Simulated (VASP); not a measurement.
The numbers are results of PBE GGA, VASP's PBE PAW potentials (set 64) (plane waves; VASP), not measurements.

VASP ran on this input.

**POSCAR**
```
Al2Au
2.9690630
  0.0000000000   1.0000000000   1.0000000000
  1.0000000000   0.0000000000   1.0000000000
  1.0000000000   1.0000000000   0.0000000000
Al Au
2 1
Cart
  0.5000000000   0.5000000000   0.5000000000
  1.5000000000   1.5000000000   1.5000000000
  0.0000000000   0.0000000000   0.0000000000
```

### INCAR
```
ALGO  =  Normal
EDIFF  =  1E-6
ENCUT  =  300
GGA  =  PE
ISIF  =  2
ISMEAR  =  -1
LASPH  =  .TRUE.
LCHARG  =  .FALSE.
LMAXMIX  =  6
LREAL  =  .FALSE.
LWAVE  =  .FALSE.
NELM  =  100
PREC  =  Accurate
SIGMA  =  0.1
SYSTEM  =  Al2Au
```

KPOINTS:
```
Automatic mesh
0
Gamma
6 6 6
0 0 0
```

POTCAR, in this order: Al Au (PBE.64 set). Program: vasp_std.

Output of the run:

**OSZICAR**
```
       N       E                     dE             d eps       ncg     rms          rms(c)
DAV:   1     0.358646497690E+02    0.35865E+02   -0.50591E+03   424   0.726E+02
DAV:   2    -0.122645685383E+02   -0.48129E+02   -0.45160E+02   444   0.158E+02
DAV:   3    -0.132703822409E+02   -0.10058E+01   -0.99848E+00   492   0.225E+01
DAV:   4    -0.132768935509E+02   -0.65113E-02   -0.65108E-02   456   0.211E+00
DAV:   5    -0.132769824389E+02   -0.88888E-04   -0.88883E-04   492   0.250E-01    0.944E+00
DAV:   6    -0.120716921801E+02    0.12053E+01   -0.63650E+00   432   0.284E+01    0.414E+00
DAV:   7    -0.120042154950E+02    0.67477E-01   -0.27865E-01   412   0.579E+00    0.195E+00
DAV:   8    -0.119755872067E+02    0.28628E-01   -0.21991E-02   440   0.117E+00    0.407E-01
DAV:   9    -0.119746232308E+02    0.96398E-03   -0.30408E-03   432   0.662E-01    0.186E-01
DAV:  10    -0.119747677691E+02   -0.14454E-03   -0.22351E-04   436   0.118E-01    0.341E-02
DAV:  11    -0.119747612742E+02    0.64950E-05   -0.47710E-06   460   0.181E-02    0.121E-02
DAV:  12    -0.119747628157E+02   -0.15415E-05   -0.36278E-06   400   0.130E-02    0.349E-03
DAV:  13    -0.119747629666E+02   -0.15096E-06   -0.13360E-07   260   0.402E-03
   1 F= -.11974763E+02 E0= -.11960861E+02  d E =-.278046E-01
```

OUTCAR:
```
------------------------ aborting loop because EDIFF is reached ----------------------------------------
  FORCE on cell =-STRESS in cart. coord.  units (eV):
  Direction    XX          YY          ZZ          XY          YZ          ZX
  --------------------------------------------------------------------------------------
  Total        2.3228531      2.3228531      2.3228531     -0.0000000      0.0000000      0.0000000
  in kB       71.0958236     71.0958236     71.0958236     -0.0000000      0.0000000      0.0000000
  external PRESSURE =      71.0958236 kB  Pullay stress =       0.0000000 kB
  volume of cell :       52.35
      direct lattice vectors                 reciprocal lattice vectors
     0.000000000  2.969063000  2.969063000    -0.168403298  0.168403298  0.168403298
     2.969063000  0.000000000  2.969063000     0.168403298 -0.168403298  0.168403298
     2.969063000  2.969063000  0.000000000     0.168403298  0.168403298 -0.168403298
 POSITION                                       TOTAL-FORCE (eV/Angst)
 -----------------------------------------------------------------------------------
      1.48453      1.48453      1.48453        -0.000000     -0.000000     -0.000000
      4.45359      4.45359      4.45359         0.000000      0.000000      0.000000
      0.00000      0.00000      0.00000        -0.000000      0.000000     -0.000000
 -----------------------------------------------------------------------------------
    total drift:                               -0.000000      0.000000      0.000000
  FREE ENERGIE OF THE ION-ELECTRON SYSTEM (eV)
  ---------------------------------------------------
  free  energy   TOTEN  =       -11.9747629666 eV

  energy  without entropy=      -11.9469583232  energy(sigma->0) =      -11.96086064
```
(Selected blocks of OUTCAR.)

At this cut-off the stress carries a Pulay error, which pulls relaxed volumes low.

The structure comes from a computed database's Al2Au entry; how it stands against other phases isn't given here. The cell was not relaxed at this level, and its volume differs by -5.9 % from the start's. The k-mesh is coarse (spacing up to 0.31 per Å, 2π included), so the numbers may not be converged in it. The electron count is odd and the run is not spin-polarised, which forces a metal.
